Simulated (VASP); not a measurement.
Here is the system:

```xyz
4
Lattice="1.2511 -2.1669 0.0000 1.2511 2.1669 0.0000 0.0000 0.0000 6.7168" Properties=species:S:1:pos:R:3 pbc="T T T"
B      1.2511     0.7223     1.6792
B      1.2511    -0.7223     4.8876
N      1.2511    -0.7223     1.6792
N      1.2511     0.7223     5.0376
```

Computed with r2SCAN meta-GGA, VASP's PBE PAW potentials (set 64) (plane waves; VASP). Settings: 600 eV cut-off, 10×10×4 Γ-centred mesh, Gaussian smearing of 0.050 eV, potentials B N.

### Question
What does the run give for the energy per atom (σ→0), largest force?

### Answer

The energy per atom (σ→0) is -9.609 eV/atom and the largest force is 0.08416 Ry/bohr.

Total energies compare only between runs with the same potentials, cut-off and functional.

The compound is BN in the hex structure. This cell was strained or had an atom moved on purpose.
